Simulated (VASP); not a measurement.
The system is ZrC.

```
CELL_PARAMETERS angstrom
0.00000 2.35440 2.35440
2.35440 0.00000 2.35440
2.35440 2.35440 0.00000
ATOMIC_POSITIONS crystal
Zr 0.50000 0.50000 0.50000
C 0.00000 0.00000 0.00000
```

| Property | Result |
| --- | --- |
| Program | VASP 6.6.1 |
| Task | relaxation of cell and atoms |
| Functional | LDA |
| Potentials or basis | VASP PAW LDA potentials, release 64 (Zr_sv, C) |
| Cutoff | 600 eV |
| k mesh | 16 × 16 × 16 |
| Occupations | gaussian, width 0.1 eV |
| Spin | no spin polarisation |

At the start: pressure -9.3 GPa; volume 13.05 Å³/atom.

**Question.** How do energy, volume and symmetry change on relaxing?

**Answer.** Over 4 steps the energy falls by 15.8 meV/atom and the volume is 12.53 Å³/atom (-4.0 %); space group Fm-3m (No. 225, to 0.05 Å).

The path:
| step | energy change (eV) | largest force (eV/Å) | pressure (GPa) | volume (Å³) |
| --- | --- | --- | --- | --- |
| 1 | 0.0000 | 0.0000 | -9.29 | 26.10 |
| 2 | 0.0689 | 0.0000 | 20.02 | 23.35 |
| 3 | -0.0315 | 0.0000 | -0.21 | 25.07 |
| 4 | -0.0315 | 0.0000 | -0.04 | 25.05 |

Final structure:
```
Zr C
1.0
     0.00000    2.32245    2.32245
     2.32245    0.00000    2.32245
     2.32245    2.32245    0.00000
Zr C
1 1
Direct
  0.50000 0.50000 0.50000
  0.00000 0.00000 0.00000
```
